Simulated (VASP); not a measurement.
# CaO (Lime): the band gap, functional by functional, part 2 of 2

Aim: the gap of CaO (Lime) on one structure at many levels of theory. The starting structure is a measured crystal structure from the Crystallography Open Database. Cell and atoms stay as given. Meshes and data sets differ where the inputs say so.

VASP 6.6.1.

Results so far: LDA 3.462 eV; PBE 3.637 eV; r2SCAN 4.189 eV.

## 5. Bands with TB-mBJ

Level of this step: TB-mBJ; plane waves and PAW (Ca_sv, O) (VASP).

TB-mBJ is a local potential fitted to gaps: it costs far less than a hybrid but gives no energy. Its energies, forces and stress mean nothing.

INCAR

```
SYSTEM = CaO
PREC = Accurate
ENCUT = 460
EDIFF = 1E-06
NELM = 150
ISMEAR = 0
SIGMA = 0.03
LREAL = .FALSE.
ALGO = Normal
METAGGA = MBJ
LASPH = .TRUE.
NBANDS = 20
LORBIT = 11
LWAVE = .FALSE.
LCHARG = .FALSE.
KPAR = 4
```

POSCAR

```
CaO
1.0
    0.0000000000      2.4065000000      2.4065000000
    2.4065000000      0.0000000000      2.4065000000
    2.4065000000      2.4065000000      0.0000000000
Ca O
1 1
Direct
    0.0000000000      0.0000000000      0.0000000000
    0.5000000000      0.5000000000      0.5000000000
```

KPOINTS

```
Automatic mesh
0
Gamma
8 8 8
0 0 0
```

KPOINTS_OPT

```
Line mode
10
Line-mode
Reciprocal
  0.00000000   0.00000000   0.00000000 GAMMA
  0.50000000   0.00000000   0.50000000 X

  0.50000000   0.00000000   0.50000000 X
  0.50000000   0.25000000   0.75000000 W

  0.50000000   0.25000000   0.75000000 W
  0.37500000   0.37500000   0.75000000 K

  0.37500000   0.37500000   0.75000000 K
  0.00000000   0.00000000   0.00000000 GAMMA

  0.00000000   0.00000000   0.00000000 GAMMA
  0.50000000   0.50000000   0.50000000 L

  0.50000000   0.50000000   0.50000000 L
  0.62500000   0.25000000   0.62500000 U

  0.62500000   0.25000000   0.62500000 U
  0.50000000   0.25000000   0.75000000 W

  0.50000000   0.25000000   0.75000000 W
  0.50000000   0.50000000   0.50000000 L

  0.50000000   0.50000000   0.50000000 L
  0.37500000   0.37500000   0.75000000 K

  0.62500000   0.25000000   0.62500000 U
  0.50000000   0.00000000   0.50000000 X
```

PAW data sets: Ca_sv and O (PBE family, release 64).

Launch:

```
$ mpirun -np 4 vasp_std
```

Numbers of over 12 decimals in the logs are rounded to 6 here.

Log:

```text
[banner, memory and clock lines left out]
running    4 mpi-ranks, on    1 nodes
[...]
[... a notice as in an earlier step ...]

 LDA part: xc-table for (None), standard interpolation
 POSCAR, INCAR and KPOINTS ok, starting setup
[...]
entering main loop
       N       E                     dE             d eps       ncg     rms          rms(c)
DAV:   1     0.182013003094E+03    0.18201E+03   -0.70558E+03  1168   0.742E+02
DAV:   2     0.551832614187E+02   -0.12683E+03   -0.11803E+03  1280   0.232E+02
DAV:   3     0.508449978345E+02   -0.43383E+01   -0.42897E+01  1580   0.428E+01
DAV:   4     0.507680925319E+02   -0.76905E-01   -0.76838E-01  1364   0.534E+00
[...]
DAV:  49     0.524048697153E+02   -0.34425E-05   -0.10791E-11   604   0.230E-05    0.313E-06
DAV:  50     0.524048661231E+02   -0.35922E-05   -0.41465E-12   604   0.172E-05    0.677E-06
DAV:  51     0.524048655825E+02   -0.54064E-06   -0.24634E-12   604   0.929E-06
   1 F= 0.52404866E+02 E0= 0.52404866E+02  d E =-.758528E-56
 Start KPOINTS_OPT (optional k-point list driver)
k-point batch [1-29\100]
       N       E                     dE             ncg
DAV:   1    -0.140688288387E+04   -0.17470E+05     1160
DAV:   2    -0.511628934755E+04   -0.37094E+04     1312
DAV:   3    -0.523926838390E+04   -0.12298E+03     1544
DAV:   4    -0.524196401746E+04   -0.26956E+01     1384
DAV:   5    -0.524202438651E+04   -0.60369E-01     1464
DAV:   6    -0.524202638204E+04   -0.19955E-02     1408
DAV:   7    -0.524202643975E+04   -0.57717E-04     1400
DAV:   8    -0.524202644193E+04   -0.21728E-05     1140
DAV:   9    -0.524202644203E+04   -0.10134E-06      840
[...]
k-point batch [88-100\100]
       N       E                     dE             ncg
DAV:   1     0.872892390160E+04   -0.89460E+04      520
DAV:   2     0.707856517337E+04   -0.16504E+04      580
DAV:   3     0.702527243779E+04   -0.53293E+02      712
DAV:   4     0.702436438096E+04   -0.90806E+00      584
DAV:   5     0.702434701437E+04   -0.17367E-01      708
DAV:   6     0.702434652360E+04   -0.49077E-03      556
DAV:   7     0.702434650865E+04   -0.14953E-04      708
DAV:   8     0.702434650823E+04   -0.41846E-06      444
```

The job ended after 27 s (4 MPI ranks of AMD EPYC 9R14 (Zen 4), shared host; peak memory 0.51 GiB; 1.7 min of CPU time).

Parts of OUTCAR (step 5):

```text
  Total      -50.3488173    -50.3488173    -50.3488173      0.0000000     -0.0000000      0.0000000
  in kB    -2894.0915306  -2894.0915306  -2894.0915306      0.0000000     -0.0000000      0.0000000
  external PRESSURE =   -2894.0915306 kB  Pullay stress =       0.0000000 kB

 POSITION                                       TOTAL-FORCE (eV/Angst)
 -----------------------------------------------------------------------------------
      0.00000      0.00000      0.00000         0.000000      0.000000      0.000000
      2.40650      2.40650      2.40650        -0.000000     -0.000000      0.000000
 -----------------------------------------------------------------------------------
    total drift:                                0.000000     -0.000000     -0.000000

  FREE ENERGIE OF THE ION-ELECTRON SYSTEM (eV)
  ---------------------------------------------------
  free  energy   TOTEN  =        52.4048655825 eV

  energy  without entropy=       52.4048655825  energy(sigma->0) =       52.40486558

[... 2 parts as in an earlier step ...]

[... 1 further part left out ...]
[key lines of the parts left out:]
E-fermi :   3.3513
```

TB-mBJ gives a least gap of 5.258 eV, and a least direct gap of 5.564 eV. The least gap is +1.796 eV from that of LDA.

## 6. Bands with HSE06

HSE06 mixes in a quarter of exact exchange at short range, at far higher cost; in semiconductors this cures much of the gap error, while metals seldom gain. This run uses a 5×5×5 mesh. Its starting orbitals come from a semilocal run on the same mesh, not shown.

INCAR

```
SYSTEM = CaO
PREC = Accurate
ENCUT = 460
EDIFF = 1E-06
NELM = 100
ISMEAR = 0
SIGMA = 0.03
LREAL = .FALSE.
ALGO = Normal
LHFCALC = .TRUE.
AEXX = 0.25
GGA = PE
HFSCREEN = 0.2
LASPH = .TRUE.
NBANDS = 14
PRECFOCK = Fast
LORBIT = 11
LWAVE = .FALSE.
LCHARG = .FALSE.
KPAR = 4
```

POSCAR is that of step 5.

KPOINTS

```
Automatic mesh
0
Gamma
5 5 5
0 0 0
```

KPOINTS_OPT is that of step 5.

Launch:

```
$ mpirun -np 4 vasp_std
```

Log:

```text
[banner, memory and clock lines left out]
running    4 mpi-ranks, on    1 nodes
[...]
LDA part: xc-table for (Slater+PW92), standard interpolation
 found WAVECAR, reading the header
 POSCAR, INCAR and KPOINTS ok, starting setup
[...]
reading WAVECAR
 the WAVECAR file was read successfully
 initial charge from wavefunction
 entering main loop
       N       E                     dE             d eps       ncg     rms          rms(c)
DAV:   1    -0.149385003248E+02   -0.14939E+02   -0.50244E-01   296   0.886E+00    0.118E+00
DAV:   2    -0.149020560150E+02    0.36444E-01   -0.93258E-02   304   0.351E+00    0.422E-01
DAV:   3    -0.149047105900E+02   -0.26546E-02   -0.20704E-02   312   0.113E+00    0.401E-01
DAV:   4    -0.149033973886E+02    0.13132E-02   -0.21085E-03   306   0.537E-01    0.191E-01
[...]
DAV:   8    -0.149030390824E+02    0.54427E-05   -0.54054E-06   328   0.257E-02    0.188E-02
DAV:   9    -0.149030373840E+02    0.16984E-05   -0.24200E-06   280   0.161E-02    0.101E-02
DAV:  10    -0.149030372679E+02    0.11609E-06   -0.50706E-07   140   0.803E-03
   1 F= -.14903037E+02 E0= -.14903037E+02  d E =-.970545E-19
 Start KPOINTS_OPT (optional k-point list driver)
k-point batch [1-10\100]
       N       E                     dE             ncg
DAV:   1    -0.661224652161E+03   -0.39870E+04      280
DAV:   2    -0.206510958898E+04   -0.14039E+04      352
DAV:   3    -0.215194855645E+04   -0.86839E+02      310
DAV:   4    -0.215428531590E+04   -0.23368E+01      418
DAV:   5    -0.215432852530E+04   -0.43209E-01      348
DAV:   6    -0.215432925586E+04   -0.73056E-03      406
DAV:   7    -0.215432927476E+04   -0.18902E-04      282
DAV:   8    -0.215432927527E+04   -0.50351E-06      214
[...]
k-point batch [91-100\100]
       N       E                     dE             ncg
DAV:   1    -0.780935061139E+03   -0.71985E+04      280
DAV:   2    -0.210722711217E+04   -0.13263E+04      328
DAV:   3    -0.218053902247E+04   -0.73312E+02      340
DAV:   4    -0.218288616210E+04   -0.23471E+01      450
DAV:   5    -0.218294570528E+04   -0.59543E-01      402
DAV:   6    -0.218294715702E+04   -0.14517E-02      470
DAV:   7    -0.218294722557E+04   -0.68549E-04      422
DAV:   8    -0.218294722713E+04   -0.15635E-05      356
DAV:   9    -0.218294722724E+04   -0.10791E-06      296
```

Run time: 6.1 min. Hardware: 4 MPI ranks; peak memory 0.93 GiB; 24 min of CPU time.

OUTCAR, selected parts (step 6):

```text
 POSITION                                       TOTAL-FORCE (eV/Angst)
 -----------------------------------------------------------------------------------
      0.00000      0.00000      0.00000        -0.000000     -0.000000     -0.000000
      2.40650      2.40650      2.40650         0.000000      0.000000      0.000000
 -----------------------------------------------------------------------------------
    total drift:                               -0.000000     -0.000000      0.000000

  FREE ENERGIE OF THE ION-ELECTRON SYSTEM (eV)
  ---------------------------------------------------
  free  energy   TOTEN  =       -14.9030372679 eV

  energy  without entropy=      -14.9030372679  energy(sigma->0) =      -14.90303727

[... 1 part as in an earlier step ...]

[... 2 further parts left out ...]
[key lines of the parts left out:]
E-fermi :   1.4338
```

HSE06 gives a least gap of 5.320 eV, and a least direct gap of 5.745 eV. The least gap is +1.859 eV from that of LDA, on another mesh, which alone can move a gap by some hundredths of an eV.

## 7. Bands with PBE0

PBE0 keeps a quarter of exact exchange at all ranges; it tends to overshoot small gaps. This run uses a 5×5×5 mesh. It starts from the orbitals of an earlier run, not shown.

INCAR: that of step 6 with these lines changed.

```diff
@@ -12,3 +12,2 @@
 GGA = PE
-HFSCREEN = 0.2
 LASPH = .TRUE.
@@ -16,2 +15,3 @@
 PRECFOCK = Fast
+HFRCUT = -1
 LORBIT = 11
```

POSCAR is that of step 6.

KPOINTS is that of step 6.

KPOINTS_OPT is that of step 6.

Launch:

```
$ mpirun -np 4 vasp_std
```

Log:

```text
[banner, memory and clock lines left out]
running    4 mpi-ranks, on    1 nodes
[...]
LDA part: xc-table for (Slater+PW92), standard interpolation
 found WAVECAR, reading the header
 POSCAR, INCAR and KPOINTS ok, starting setup
[...]
HFRCUT set to (new)   9.404513
 reading WAVECAR
 the WAVECAR file was read successfully
 initial charge from wavefunction
 entering main loop
       N       E                     dE             d eps       ncg     rms          rms(c)
DAV:   1    -0.154837706390E+02   -0.15484E+02   -0.47452E-01   296   0.881E+00    0.113E+00
DAV:   2    -0.154554501392E+02    0.28320E-01   -0.87252E-02   304   0.334E+00    0.436E-01
DAV:   3    -0.154562517370E+02   -0.80160E-03   -0.23872E-02   304   0.125E+00    0.389E-01
DAV:   4    -0.154556195491E+02    0.63219E-03   -0.19570E-03   344   0.500E-01    0.215E-01
[...]
DAV:   8    -0.154551177381E+02    0.39835E-05   -0.71406E-06   348   0.272E-02    0.194E-02
DAV:   9    -0.154551159184E+02    0.18198E-05   -0.22673E-06   256   0.160E-02    0.105E-02
DAV:  10    -0.154551157611E+02    0.15724E-06   -0.84969E-07   140   0.943E-03
   1 F= -.15455116E+02 E0= -.15455116E+02  d E =-.284819E-41
 Start KPOINTS_OPT (optional k-point list driver)
k-point batch [1-10\100]
       N       E                     dE             ncg
DAV:   1    -0.698157792519E+03   -0.40240E+04      280
DAV:   2    -0.212811256687E+04   -0.14300E+04      352
DAV:   3    -0.221607179447E+04   -0.87959E+02      310
DAV:   4    -0.221840881363E+04   -0.23370E+01      412
DAV:   5    -0.221845183853E+04   -0.43025E-01      348
DAV:   6    -0.221845253789E+04   -0.69936E-03      404
DAV:   7    -0.221845255607E+04   -0.18179E-04      278
DAV:   8    -0.221845255653E+04   -0.45853E-06      206
[...]
k-point batch [91-100\100]
       N       E                     dE             ncg
DAV:   1    -0.819868985015E+03   -0.72374E+04      280
DAV:   2    -0.217136937318E+04   -0.13515E+04      322
DAV:   3    -0.224513222225E+04   -0.73763E+02      340
DAV:   4    -0.224746548929E+04   -0.23333E+01      444
DAV:   5    -0.224752480257E+04   -0.59313E-01      396
DAV:   6    -0.224752621709E+04   -0.14145E-02      468
DAV:   7    -0.224752628299E+04   -0.65900E-04      408
DAV:   8    -0.224752628455E+04   -0.15576E-05      370
DAV:   9    -0.224752628467E+04   -0.11753E-06      290
```

Run time: 6.7 min. Hardware: 4 MPI ranks; peak memory 0.58 GiB.

Parts of OUTCAR (step 7):

```text
 POSITION                                       TOTAL-FORCE (eV/Angst)
 -----------------------------------------------------------------------------------
      0.00000      0.00000      0.00000         0.000000      0.000000      0.000000
      2.40650      2.40650      2.40650         0.000000      0.000000     -0.000000
 -----------------------------------------------------------------------------------
    total drift:                                0.000000     -0.000000     -0.000000

  FREE ENERGIE OF THE ION-ELECTRON SYSTEM (eV)
  ---------------------------------------------------
  free  energy   TOTEN  =       -15.4551157611 eV

  energy  without entropy=      -15.4551157611  energy(sigma->0) =      -15.45511576

[... 2 parts as in an earlier step ...]

[... 1 further part left out ...]
[key lines of the parts left out:]
E-fermi :   1.1568
```

PBE0 gives a least gap of 6.040 eV, and a least direct gap of 6.471 eV. The least gap is +2.578 eV from that of LDA, on another mesh, which alone can move a gap by some hundredths of an eV.

## 8. Bands with r2SCAN-EpsX

Here the share of exact exchange is set to the inverse of the computed dielectric constant, since screening weakens exchange. This run uses a 5×5×5 mesh. It starts from the orbitals of an earlier run, not shown.

INCAR: that of step 7 with these lines changed.

```diff
@@ -10,4 +10,4 @@
 LHFCALC = .TRUE.
-AEXX = 0.25
-GGA = PE
+AEXX = 0.26
+METAGGA = R2SCAN
 LASPH = .TRUE.
```

POSCAR is that of step 7.

KPOINTS is that of step 7.

KPOINTS_OPT is that of step 7.

Launch:

```
$ mpirun -np 4 vasp_std
```

Log:

```text
[banner, memory and clock lines left out]
running    4 mpi-ranks, on    1 nodes
[...]
[... a notice as in an earlier step ...]

 LDA part: xc-table for (None), standard interpolation
 found WAVECAR, reading the header
 POSCAR, INCAR and KPOINTS ok, starting setup
[...]
HFRCUT set to (new)   9.404513
 reading WAVECAR
 the WAVECAR file was read successfully
 initial charge from wavefunction
 entering main loop
       N       E                     dE             d eps       ncg     rms          rms(c)
DAV:   1    -0.205590656038E+02   -0.20559E+02   -0.75646E-01   296   0.111E+01    0.137E+00
DAV:   2    -0.205186527434E+02    0.40413E-01   -0.12691E-01   304   0.424E+00    0.557E-01
DAV:   3    -0.205169604559E+02    0.16923E-02   -0.39104E-02   310   0.178E+00    0.459E-01
DAV:   4    -0.205170790434E+02   -0.11859E-03   -0.27437E-03   330   0.540E-01    0.288E-01
[...]
DAV:   8    -0.205161267634E+02    0.97102E-05   -0.13539E-05   318   0.376E-02    0.242E-02
DAV:   9    -0.205161242263E+02    0.25371E-05   -0.32396E-06   280   0.200E-02    0.141E-02
DAV:  10    -0.205161235112E+02    0.71514E-06   -0.16460E-06   268   0.134E-02
   1 F= -.20516124E+02 E0= -.20516124E+02  d E =-.850821E-46
 Start KPOINTS_OPT (optional k-point list driver)
k-point batch [1-10\100]
       N       E                     dE             ncg
DAV:   1    -0.752174530780E+03   -0.40780E+04      280
DAV:   2    -0.222626402880E+04   -0.14741E+04      352
DAV:   3    -0.231634141172E+04   -0.90077E+02      310
DAV:   4    -0.231875631368E+04   -0.24149E+01      412
DAV:   5    -0.231880205377E+04   -0.45740E-01      354
DAV:   6    -0.231880282685E+04   -0.77309E-03      404
DAV:   7    -0.231880284716E+04   -0.20304E-04      288
DAV:   8    -0.231880284767E+04   -0.50920E-06      214
[...]
k-point batch [91-100\100]
       N       E                     dE             ncg
DAV:   1    -0.876909099804E+03   -0.72945E+04      280
DAV:   2    -0.227017194697E+04   -0.13933E+04      322
DAV:   3    -0.234544207811E+04   -0.75270E+02      340
DAV:   4    -0.234783238442E+04   -0.23903E+01      444
DAV:   5    -0.234789449395E+04   -0.62110E-01      402
DAV:   6    -0.234789601114E+04   -0.15172E-02      470
DAV:   7    -0.234789608183E+04   -0.70691E-04      414
DAV:   8    -0.234789608353E+04   -0.17008E-05      364
DAV:   9    -0.234789608366E+04   -0.12670E-06      296
```

The job ended after 6.9 min (4 MPI ranks; peak memory 0.59 GiB).

OUTCAR, selected parts (step 8):

```text
 POSITION                                       TOTAL-FORCE (eV/Angst)
 -----------------------------------------------------------------------------------
      0.00000      0.00000      0.00000         0.000000     -0.000000     -0.000000
      2.40650      2.40650      2.40650        -0.000000      0.000000      0.000000
 -----------------------------------------------------------------------------------
    total drift:                                0.000000     -0.000000     -0.000000

  FREE ENERGIE OF THE ION-ELECTRON SYSTEM (eV)
  ---------------------------------------------------
  free  energy   TOTEN  =       -20.5161235112 eV

  energy  without entropy=      -20.5161235112  energy(sigma->0) =      -20.51612351

[... 2 parts as in an earlier step ...]

[... 1 further part left out ...]
[key lines of the parts left out:]
E-fermi :   0.8787
```

r2SCAN-EpsX gives a least gap of 6.506 eV, and a least direct gap of 6.936 eV. The least gap is +3.044 eV from that of LDA, on another mesh, which alone can move a gap by some hundredths of an eV.

## 9. Comparison

| level | gap (eV) | least direct gap (eV) | mesh | core minutes |
| --- | --- | --- | --- | --- |
| LDA | 3.462 | 3.839 | 8×8×8 | 0.453 |
| PBE | 3.637 | 4.013 | 8×8×8 | 0.467 |
| r2SCAN | 4.189 | 4.564 | 8×8×8 | 2.0 |
| TB-mBJ | 5.258 | 5.564 | 8×8×8 | 1.8 |
| HSE06 | 5.32 | 5.745 | 5×5×5 | 24.5 |
| PBE0 | 6.04 | 6.471 | 5×5×5 | 26.6 |
| r2SCAN-EpsX | 6.506 | 6.936 | 5×5×5 | 27.5 |

Core minutes are wall time times ranks of the run shown, on a shared host.

## 10. Summary of results

| Quantity | Value |
| --- | --- |
| gap, LDA | 3.462 eV |
| gap, PBE | 3.637 eV |
| gap, r2SCAN | 4.189 eV |
| gap, TB-mBJ | 5.258 eV |
| gap, HSE06 | 5.320 eV |
| gap, PBE0 | 6.040 eV |
| gap, r2SCAN-EpsX | 6.506 eV |

Without spin-orbit coupling the gap of CaO (Lime) runs from 3.462 eV (LDA) to 6.506 eV (r2SCAN-EpsX). HSE06 gives +1.68 eV from PBE, on another mesh, which alone can move a gap by some hundredths of an eV. TB-mBJ lies -0.06 eV from HSE06, on another mesh, which alone can move a gap by some hundredths of an eV. LASPH is on in some of these runs and off in others, which adds a little to the differences. These are gaps between Kohn-Sham or generalised Kohn-Sham levels of a static lattice, without excitons or temperature. Further runs on this material are not shown.

[Lines on the potential files, build, host, timing and source positions are cut from VASP's logs without a mark.]

[Logs are printed without paths, hosts, clocks, repeated set-up lines and the standing remarks that a program may print on its own settings, such as how far it seeks lower states.]

[Hosts, paths, dates, database ids (printed as entryN), source tags and the programs' standing remarks are cut or masked in the printed files.]
